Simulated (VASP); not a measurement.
# Lattice vibrations of Mg (Magnesium), part 3 of 3

Aim: the phonon dispersion and thermal properties of Mg (Magnesium). The start is a cell from a database of measured crystal structures.

VASP 6.6.1; LDA; plane waves and PAW (Mg).

So far. Step 3 (Relax the host again, on a new basis): The start already met the threshold, so nothing moved. Step 4 (Tight relaxation): The run ended after 3 ionic steps, 0.000 eV below its first step, once forces and stress met EDIFFG = -0.002.

## 5. Force constants in the supercell (continued)

Parts of OUTCAR (step 5):

```text
   k-points           NKPTS =      8   k-points in BZ     NKDIM =      8   number of bands    NBANDS=     64

   ENCUT  =  350.0 eV  25.72 Ry    5.07 a.u.  14.36 14.36 15.31*2*pi/ulx,y,z

   NELECT =      72.0000    total number of electrons

 E-fermi :   2.7717

 k-point     1 :       0.0000    0.0000    0.0000
  band No.  band energies     occupation
    ...
     25       2.1240      2.00005
     26       2.1640      2.00015
     27       2.1640      2.00015
     28       2.1640      2.00015
     29       2.1640      2.00015
     30       2.9981     -0.06792
     31       2.9981     -0.06793
     32       2.9981     -0.06793
     33       2.9981     -0.06793
     34       3.2068     -0.00871
    ...

 POSITION                                       TOTAL-FORCE (eV/Angst)
 -----------------------------------------------------------------------------------
      1.56936      0.90607      3.74993         0.000000      0.000000      0.048194
      1.56936      0.90607      8.78484         0.000000      0.000000     -0.002324
      0.00000      3.62429      3.76493         0.000015     -0.000026      0.000027
      0.00000      3.62429      8.78484        -0.000001      0.000000      0.000549
     -1.56936      6.34251      3.76493        -0.000015      0.000026      0.000027
     -1.56936      6.34251      8.78484        -0.000001     -0.000001      0.000549
      4.70809      0.90607      3.76493        -0.000030     -0.000000      0.000027
      4.70809      0.90607      8.78484         0.000001      0.000001      0.000549
      3.13873      3.62429      3.76493        -0.000015     -0.000026      0.000027
      3.13873      3.62429      8.78484         0.000001      0.000000      0.000549
      1.56936      6.34251      3.76493         0.000000      0.000000     -0.000133
      1.56936      6.34251      8.78484         0.000000      0.000000      0.000279
      7.84682      0.90607      3.76493         0.000030     -0.000000      0.000027
      7.84682      0.90607      8.78484        -0.000001      0.000001      0.000549
      6.27745      3.62429      3.76493         0.000000      0.000000     -0.000132
      6.27745      3.62429      8.78484         0.000000      0.000000      0.000278
      4.70809      6.34251      3.76493         0.000015      0.000026      0.000027
      4.70809      6.34251      8.78484         0.000001     -0.000001      0.000549
      0.00000      1.81215      1.25498        -0.005555      0.003207     -0.008094
      0.00000      1.81215      6.27488         0.005310     -0.003066     -0.007776
     -1.56936      4.53036      1.25498         0.000073      0.000042     -0.000322
     -1.56936      4.53036      6.27488        -0.000070     -0.000040     -0.000319
     -3.13873      7.24858      1.25498         0.000000     -0.006414     -0.008094
     -3.13873      7.24858      6.27488        -0.000000      0.006132     -0.007776
[...]
-----------------------------------------------------------------------------------
    total drift:                                0.000000      0.000000     -0.000401

  FREE ENERGIE OF THE ION-ELECTRON SYSTEM (eV)
  ---------------------------------------------------
  free  energy   TOTEN  =       -65.2514653043 eV

  energy  without entropy=      -65.2140799652  energy(sigma->0) =      -65.23900352

 Eigenvectors and eigenvalues of the dynamical matrix
 ----------------------------------------------------

   1 f  =    8.155761 THz    51.244157 2PiTHz  272.046899 cm-1    33.729501 meV
             X         Y         Z           dx          dy          dz
      1.569364  0.906073  3.764929     0.000000    0.000000    0.166667
      1.569364  0.906073  8.784835    -0.000000   -0.000000    0.166667
      0.000000  3.624290  3.764929    -0.000000    0.000000    0.166667
      0.000000  3.624290  8.784835     0.000000   -0.000000    0.166667
     -1.569364  6.342508  3.764929    -0.000000   -0.000000    0.166667
[...]
X         Y         Z           dx          dy          dz
      1.569364  0.906073  3.764929    -0.044816    0.077624    0.167092
      1.569364  0.906073  8.784835     0.044816   -0.077624   -0.167092
      0.000000  3.624290  3.764929    -0.044816   -0.077624   -0.001361
      0.000000  3.624290  8.784835     0.044816    0.077624    0.001361
     -1.569364  6.342508  3.764929     0.089633    0.000000   -0.165731
     -1.569364  6.342508  8.784835    -0.089633   -0.000000    0.165731
      4.708091  0.906073  3.764929    -0.044816   -0.077624   -0.001361
      4.708091  0.906073  8.784835     0.044816    0.077624    0.001361
      3.138727  3.624290  3.764929     0.089633    0.000000   -0.165731
      3.138727  3.624290  8.784835    -0.089633   -0.000000    0.165731
      1.569364  6.342508  3.764929    -0.044816    0.077624    0.167092
      1.569364  6.342508  8.784835     0.044816   -0.077624   -0.167092
      7.846819  0.906073  3.764929     0.089633    0.000000   -0.165731
      7.846819  0.906073  8.784835    -0.089633   -0.000000    0.165731
      6.277455  3.624290  3.764929    -0.044816    0.077624    0.167092
      6.277455  3.624290  8.784835     0.044816   -0.077624   -0.167092
      4.708091  6.342508  3.764929    -0.044816   -0.077624   -0.001361
      4.708091  6.342508  8.784835     0.044816    0.077624    0.001361
      0.000000  1.812145  1.254976    -0.149837    0.001061    0.099547
      0.000000  1.812145  6.274882     0.149837   -0.001061   -0.099547
     -1.569364  4.530363  1.254976     0.075838    0.129232   -0.000000
     -1.569364  4.530363  6.274882    -0.075838   -0.129232    0.000000
     -3.138727  7.248581  1.254976     0.074000   -0.130294   -0.099547
     -3.138727  7.248581  6.274882    -0.074000    0.130294    0.099547
[...]
3.138727  7.248581  1.254976     0.075838    0.129232   -0.000000
      3.138727  7.248581  6.274882    -0.075838   -0.129232    0.000000

   3 f  =    7.374692 THz    46.336556 2PiTHz  245.993243 cm-1    30.499261 meV
             X         Y         Z           dx          dy          dz
      1.569364  0.906073  3.764929    -0.074119    0.128379   -0.115011
      1.569364  0.906073  8.784835     0.074119   -0.128379    0.115011
      0.000000  3.624290  3.764929    -0.074119   -0.128379    0.033463
      0.000000  3.624290  8.784835     0.074119    0.128379   -0.033463
     -1.569364  6.342508  3.764929     0.148239   -0.000000    0.081548
     -1.569364  6.342508  8.784835    -0.148239    0.000000   -0.081548
      4.708091  0.906073  3.764929    -0.074119   -0.128379    0.033463
      4.708091  0.906073  8.784835     0.074119    0.128379   -0.033463
      3.138727  3.624290  3.764929     0.148239    0.000000    0.081548
      3.138727  3.624290  8.784835    -0.148239   -0.000000   -0.081548
      1.569364  6.342508  3.764929    -0.074119    0.128379   -0.115011
      1.569364  6.342508  8.784835     0.074119   -0.128379    0.115011
      7.846819  0.906073  3.764929     0.148239   -0.000000    0.081548
      7.846819  0.906073  8.784835    -0.148239    0.000000   -0.081548
      6.277455  3.624290  3.764929    -0.074119    0.128379   -0.115011
      6.277455  3.624290  8.784835     0.074119   -0.128379    0.115011
      4.708091  6.342508  3.764929    -0.074119   -0.128379    0.033463
      4.708091  6.342508  8.784835     0.074119    0.128379   -0.033463
      0.000000  1.812145  1.254976     0.088492   -0.026094    0.164636
      0.000000  1.812145  6.274882    -0.088492    0.026094   -0.164636
     -1.569364  4.530363  1.254976    -0.066844   -0.063589    0.000000
     -1.569364  4.530363  6.274882     0.066844    0.063589   -0.000000
     -3.138727  7.248581  1.254976    -0.021648    0.089683   -0.164636
     -3.138727  7.248581  6.274882     0.021648   -0.089683    0.164636
[...]
3.138727  7.248581  1.254976     0.166607   -0.002378   -0.003769
      3.138727  7.248581  6.274882     0.166607   -0.002378   -0.003769

 ELASTIC MODULI CONTR FROM IONIC RELAXATION (kBar)
 Direction    XX          YY          ZZ          XY          YZ          ZX
 --------------------------------------------------------------------------------
 XX           0.0000      0.0000      0.0000      0.0000      0.0000      0.0000
 YY           0.0000      0.0000      0.0000      0.0000      0.0000      0.0000
 ZZ           0.0000      0.0000      0.0000      0.0000      0.0000      0.0000
 XY           0.0000      0.0000      0.0000      0.0000      0.0000      0.0000
 YZ           0.0000      0.0000      0.0000      0.0000      0.0000      0.0000
 ZX           0.0000      0.0000      0.0000      0.0000      0.0000      0.0000
 --------------------------------------------------------------------------------

[... 2 parts as in an earlier step ...]

[... 12 further parts left out ...]
```

The last energy, forces, stress and levels in OUTCAR belong to the last displaced cell, not to the cell of POSCAR.

Numbers from this step:

```
electrons          : 72
lowest frequency   : -1.22e-6 cm⁻¹
highest frequency  : 272.0 cm⁻¹
dynamically stable : yes
zero point energy  : 32.98 meV/atom
heat capacity 300  : 23.40 J/K/mol of atoms
entropy 300        : 30.92 J/K/mol of atoms
```

No long-range dipole term. The phonon branches at the labelled points (cm⁻¹):

```
          point  branch 1  branch 2  branch 3  branch 4  branch 5  branch 6
              Γ         0         0         0       134       134       272
0.47 of the way        86        88       152       164       195       250
              M       120       145       191       213       229       241
0.47 of the way       146       155       197       206       221       237
              K       182       182       193       199       199       232
0.47 of the way       113       125       157       199       209       237
              Γ         0         0         0       134       134       272
0.53 of the way        60        60       105       125       125       246
              A       100       100       100       100       186       186
0.53 of the way       136       136       152       152       225       225
              L       158       158       165       165       262       262
0.47 of the way       145       145       191       191       256       256
              H       141       141       216       216       246       246
0.47 of the way       138       138       167       167       231       231
              A       100       100       100       100       186       186
      jump to L       158       158       165       165       262       262
0.47 of the way       133       149       181       189       245       258
              M       120       145       191       213       229       241
      jump to K       182       182       193       199       199       232
0.47 of the way       156       156       200       228       228       228
              H       141       141       216       216       246       246
```

The phonon branches as a text plot (rows in cm⁻¹):

```
    266 |**                 ****          **             *
    255 |  **              *    *        *  **           **
    244 |    *  ***       *             *     *****       ***  **
    232 |     **** ***** *       *     *           *       ****
    221 |     **  **   **             *        *              ***
    210 |    *  *** * ** *                    * *   **     *** **
    198 |   * *   *****  **       *  *       *   *    *      **
    187 |    * ***  ****  *        **       *     *    ** ***
    176 |  * **     * * *  *      *                      **  *
    164 |   *      *  **   *            ****       *          *
    153 | ***     *    **** *          *****        *    **
    142 |**     **          **        **    ******** *   * **  **
    130 |*     *  *     *     ****   **             *     *
    119 |  *  ****       * *     *  **               **    **
    108 |    **          **       * *                 **
     96 |    *            *     * **                    *
     85 |   *              *
     74 | *                **    *
     62 |  *
     51 |                   **  *
     40 | *                 *  *
     28 |*                   * *
     17 |*
      6 |                     *
         Γ      M    K        Γ   A       L    H       A|L M|K  H
```

Phonon density of states against frequency; read off at these points:

```
frequency (cm⁻¹)  phonon density of states (states/cm⁻¹/cell)
             0.0                                            0
            10.0                                       8.3e-5
            20.0                                       3.3e-4
            30.0                                       7.6e-4
            40.0                                      0.00142
            50.0                                      0.00225
            60.0                                      0.00323
            70.0                                      0.00478
            80.0                                      0.00641
            90.0                                      0.00902
           100.0                                       0.0124
           110.0                                       0.0176
           120.0                                       0.0270
           130.0                                       0.0390
           140.0                                       0.0530
           150.0                                       0.0445
           160.0                                       0.0370
           170.0                                       0.0358
           180.0                                       0.0394
           185.7                                       0.0420
           190.0                                       0.0405
           200.0                                       0.0324
           210.0                                       0.0322
           220.0                                       0.0275
           230.0                                       0.0314
           240.0                                       0.0481
           243.1                                       0.0546
           250.0                                       0.0417
           260.0                                       0.0148
           270.0                                      0.00116
           280.0                                            0
```

Table of heat capacity at constant volume by temperature:

temperature (K), heat capacity at constant volume (J/K/mol of atoms) and a bar:
```
        0        0.0 
       25        0.7 #
       50        5.2 ######
       75       10.8 #############
      100       14.9 ##################
      125       17.7 #####################
      150       19.5 ########################
      200       21.7 ##########################
      225       22.3 ###########################
      250       22.8 ############################
      275       23.1 ############################
      300       23.4 ############################
      325       23.6 #############################
      350       23.8 #############################
      375       23.9 #############################
      400       24.1 #############################
      425       24.2 #############################
      450       24.2 #############################
      475       24.3 #############################
      525       24.4 ##############################
      550       24.5 ##############################
      575       24.5 ##############################
      600       24.5 ##############################
      625       24.6 ##############################
      650       24.6 ##############################
      675       24.6 ##############################
      700       24.6 ##############################
      725       24.7 ##############################
      750       24.7 ##############################
      775       24.7 ##############################
      800       24.7 ##############################
      850       24.7 ##############################
      875       24.8 ##############################
      900       24.8 ##############################
      925       24.8 ##############################
      950       24.8 ##############################
      975       24.8 ##############################
     1000       24.8 ##############################
```

Vibrational entropy against temperature:

```
temperature (K)  vibrational entropy (J/K/mol of atoms)
              0                                       0
             25                                   0.190
             75                                    5.04
            100                                    8.75
            150                                    15.8
            175                                    18.9
            200                                    21.7
            250                                    26.7
            275                                    28.9
            300                                    30.9
            350                                    34.6
            375                                    36.2
            425                                    39.2
            450                                    40.6
            475                                    41.9
            525                                    44.4
            550                                    45.5
            575                                    46.6
            625                                    48.6
            650                                    49.6
            700                                    51.4
            725                                    52.3
            750                                    53.1
            800                                    54.7
            825                                    55.5
            850                                    56.2
            900                                    57.6
            925                                    58.3
            975                                    59.6
           1000                                    60.2
```

## 6. Outcome

| Property | Result |
| --- | --- |
| highest frequency | 272 cm⁻¹ |
| lowest frequency | -1.2e-6 cm⁻¹ |
| zero point energy | 33.0 meV/atom |
| heat capacity 300 | 23.4 J/K/mol of atoms |
| entropy 300 | 30.9 J/K/mol of atoms |

In words: The spectrum reaches 272 cm⁻¹, and its lowest point lies at 0 cm⁻¹. No mode is imaginary, so the structure is a local minimum as far as this supercell can tell. Frequencies between the wave vectors that fit the supercell are interpolated. The relaxed cell's volume lies -7.8 % from the database cell's, so the frequencies belong to that other cell.

[Lines on the potential files, build, host, timing and source positions are cut from VASP's logs without a mark.]

[Logs are printed without paths, hosts, clocks, repeated set-up lines and the standing remarks that a program may print on its own settings, such as how far it seeks lower states.]

[Hosts, paths, dates, database ids (printed as entryN), source tags and the programs' standing remarks are cut or masked in the printed files.]

[Runs that stopped without an error message from VASP are left out.]
